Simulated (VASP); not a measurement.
Ag:

```
Ag
1.0
     0.00000    2.06750    2.06750
     2.06750    0.00000    2.06750
     2.06750    2.06750    0.00000
Ag
1
Direct
  0.00000 0.00000 0.00000
```

```yaml
Program: VASP 6.6.1
Task: relaxation of cell and atoms
Functional: PBEsol
Potentials_or_basis: VASP PAW PBE potentials, release 64 (Ag)
Cutoff: 600 eV
k_mesh: 18 × 18 × 18
Occupations: gaussian, width 0.1 eV
Spin: no spin polarisation
```

At the start: pressure -6.1 GPa; volume 17.68 Å³/atom.

Problem. How do energy, volume and symmetry change on relaxing?

Solution. Over 3 steps the energy falls by 21.4 meV/atom and the volume is 16.64 Å³/atom (-5.9 %); space group Fm-3m (No. 225, to 0.05 Å).

The path:
| step | energy change (eV) | largest force (eV/Å) | pressure (GPa) | volume (Å³) |
| --- | --- | --- | --- | --- |
| 1 | 0.0000 | 0.0000 | -6.13 | 17.68 |
| 2 | -0.0115 | 0.0000 | 5.21 | 16.00 |
| 3 | -0.0214 | 0.0000 | -0.02 | 16.64 |

Final structure:
```
CELL_PARAMETERS angstrom
0.00000 2.02617 2.02617
2.02617 0.00000 2.02617
2.02617 2.02617 0.00000
ATOMIC_POSITIONS crystal
Ag 0.00000 0.00000 0.00000
```

Caveat: the PAW data sets were made with another functional, which shifts forces and pressure a little.
